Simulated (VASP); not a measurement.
An input for Ansatz (written as the equivalent of a VASP run, and not itself run):

Ansatz 0.2 input:
```yaml
crystal:
  lattice:
    - [0.0000000, 2.7072270, 2.7072270]
    - [2.7072270, 0.0000000, 2.7072270]
    - [2.7072270, 2.7072270, 0.0000000]
  atoms:
    - { symbol: Ru, position: [0.7500000, 0.7500000, 0.7500000] }
    - { symbol: Ru, position: [0.5000000, 0.5000000, 0.5000000] }
kpoints:
  mp_grid: { grid: [11, 11, 11] }
hamiltonian:
  xc: r2scan
  pseudopotentials: { kind: paw }
scf:
  occupations: { method: methfessel_paxton, width: 0.1 }
  max_iter: 100
relax:
  max_steps: 60
  f_tol: 0.01
  cell: {}
output: { forces: true, stress: true, eigenvalues: true }
```

Problem. Write the VASP files for the same calculation (r2SCAN).

Solution. One answer among several that fit: 
**KPOINTS**
```
Automatic
0
G
 11 11 11
0 0 0
```

**POSCAR**
```
Ru
1.0
  0.0000000000   2.7072269609   2.7072269609
  2.7072269609   0.0000000000   2.7072269609
  2.7072269609   2.7072269609   0.0000000000
Ru
2
Cart
  4.0608404413   4.0608404413   4.0608404413
  2.7072269609   2.7072269609   2.7072269609
```

INCAR:
```
SYSTEM  =  Ru
PREC  =  Accurate; ENCUT  =  400; LREAL  =  .FALSE.
LASPH  =  .TRUE.
EDIFF  =  1E-6; NELM  =  100; ALGO  =  Normal
LMAXMIX  =  4; LMIXTAU  =  .TRUE.
ISMEAR  =  1; SIGMA  =  0.1
METAGGA  =  R2SCAN
IBRION  =  2; NSW  =  60; ISIF  =  3
EDIFFG  =  -0.01
LWAVE  =  .FALSE.; LCHARG  =  .FALSE.
```

POTCAR, in this order: Ru_pv (PBE.64 set). Program: vasp_std.

What does not carry over: each code has its own PAW files, so the cut-off isn't converted (ENCUT is set for VASP's; basis.ecutwfc is left out, and Ansatz then takes the one that its files recommend); Ansatz stops its SCF on the density residual and VASP on the energy change (EDIFF).

The structure was generated: Ru was put into the diamond type (Fd-3m), which need not be its known phase. This run relaxes it. Symmetry was kept, so distortions that lower it aren't found. The start is the result of an earlier pass.
